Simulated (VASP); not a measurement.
Energy against volume of Lu (hcp). Computed with AM05 GGA, VASP's PBE PAW potentials (set 64) (plane waves; VASP). Run with 520 eV cut-off, 12×12×7 Γ-centred mesh, first-order Methfessel-Paxton smearing of 0.10 eV, potentials Lu_3.

Shape and ions are relaxed at each volume.

| V (Å³/atom) | E (eV/atom) |
|---|---|
| 27.235 | -4.65987 |
| 28.078 | -4.66482 |
| 28.920 | -4.66181 |
| 29.762 | -4.65178 |

Question: Fit these four points and predict the energy of the run at 26.393 Å³/atom.

Answer: A cubic in V^(−2/3), the third-order Birch-Murnaghan form, passes through the four points with V0 = 28.16 Å³/atom and B0 = 50 GPa, and gives -4.6459 eV/atom there. The run gave -4.6459 eV/atom, +0.0 meV/atom from the fit; all five points give B0 = 50 GPa.

The compound is Lu in the hcp structure. It was relaxed first.
